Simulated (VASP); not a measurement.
VMoS3:

```
CELL_PARAMETERS angstrom
5.18022 0.00000 0.00000
-2.59011 4.48620 0.00000
0.00000 0.00000 4.98164
ATOMIC_POSITIONS crystal
V 0.00000 0.00000 0.00000
Mo 0.00000 0.00000 0.50000
S 0.50000 0.00000 0.50000
S 0.00000 0.50000 0.50000
S 0.50000 0.50000 0.50000
```

The cell was built by a generator and needn't be a form met in nature.

```yaml
Program: VASP 6.6.1
Task: relaxation of cell and atoms
Functional: PBE
Potentials_or_basis: VASP PAW PBE potentials, release 64 (V_sv, Mo_sv, S)
Cutoff: 520 eV
k_mesh: 3 × 3 × 3
Occupations: gaussian, width 0.15 eV
Spin: collinear spin, ferromagnetic start
Starting_moments: "[2.0, 1.0, 0.0, 0.0, 0.0] μB"
```

At the start: pressure -0.5 GPa; volume 23.15 Å³/atom.

Q: How do energy, volume and symmetry change on relaxing?

A: Over 12 steps the energy falls by 87.9 meV/atom and the volume is 22.02 Å³/atom (-4.9 %); space group P6/mmm (No. 191, to 0.05 Å); moment 0.39 μB per cell.

The path:
| step | energy change (eV) | largest force (eV/Å) | pressure (GPa) | volume (Å³) |
| --- | --- | --- | --- | --- |
| 1 | 0.0000 | 0.0000 | -0.49 | 115.77 |
| 2 | -0.3664 | 0.0000 | -2.03 | 114.45 |
| 3 | -0.3795 | 0.0000 | -1.91 | 114.30 |
| 4 | -0.3997 | 0.0000 | -1.90 | 113.99 |
| 5 | -0.4128 | 0.0000 | -2.05 | 113.33 |
| 6 | -0.4134 | 0.0000 | -1.93 | 113.45 |
| 7 | -0.4324 | 0.0000 | 0.90 | 108.18 |
| 8 | -0.4377 | 0.0000 | -0.85 | 109.70 |
| 9 | -0.4370 | 0.0000 | 0.34 | 109.23 |
| 10 | -0.4375 | 0.0000 | 0.58 | 109.46 |
| 11 | -0.4376 | 0.0000 | 0.23 | 109.60 |
| 12 | -0.4393 | 0.0000 | -0.10 | 110.12 |

Final structure:
```cif
data_structure
_symmetry_space_group_name_H-M 'P 1'
_symmetry_Int_Tables_number 1
_cell_length_a 5.2744
_cell_length_b 5.2744
_cell_length_c 4.5709
_cell_angle_alpha 90.000
_cell_angle_beta 90.000
_cell_angle_gamma 120.000
_cell_volume 110.12
loop_
_atom_site_label
_atom_site_type_symbol
_atom_site_fract_x
_atom_site_fract_y
_atom_site_fract_z
_atom_site_occupancy
V1 V 0.00000 0.00000 0.00000 1
Mo1 Mo 0.00000 0.00000 0.50000 1
S1 S 0.50000 0.00000 0.50000 1
S2 S 0.00000 0.50000 0.50000 1
S3 S 0.50000 0.50000 0.50000 1
```

Caveat: the k mesh is coarse (spacing up to 0.47 Å⁻¹), so the values aren't converged; the relaxation stopped at a loose force limit of 0.08 eV/Å, so its end isn't a converged minimum.
